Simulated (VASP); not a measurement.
Runs of VASP 6.6.1 on BiTe. It takes space group Fm-3m (No. 225, cubic). Conventional cell: a = 6.427 Å, b = 6.427 Å, c = 6.427 Å, α = 90.00°, β = 90.00°, γ = 90.00°. Around Bi (site symmetry m-3m) lie 6 Te at 3.21 Å. Around Te (site symmetry m-3m) lie 6 Bi at 3.21 Å. 

```csv
cell,gap on the mesh (eV),pressure (GPa),moment (μB)
"Fm-3m, 33.18 Å³/atom",none,-0.9,0.25
"Fm-3m, 33.86 Å³/atom",none,-1.9,0.28
"Fm-3m, 34.53 Å³/atom",none,-2.7,0.28
"Fm-3m, 32.5 Å³/atom",none,(b),(a)
```

Alike in all rows: task single point; level revPBE+D4; potentials or basis VASP PAW PBE potentials, release 64 (Bi_d, Te); spin non-collinear, typed start; k mesh 7 × 7 × 7; cutoff (eV) 520; smearing tetrahedron.

Fill in the values left out.

(a) 0.24; (b) 0.2.

Caveats: the PAW data sets were made with another functional, which shifts forces and pressure a little; spin-orbit coupling is left out, which moves the levels of the heavy elements; pairwise dispersion overbinds metals, which lowers pressure and volume; tetrahedron occupations give inexact forces and stress in metals.

A k mesh can miss the band edges, and the runs leave out spin-orbit coupling on Bi, Te.

A gap of «none» marks a metal or a gap under the smearing width.
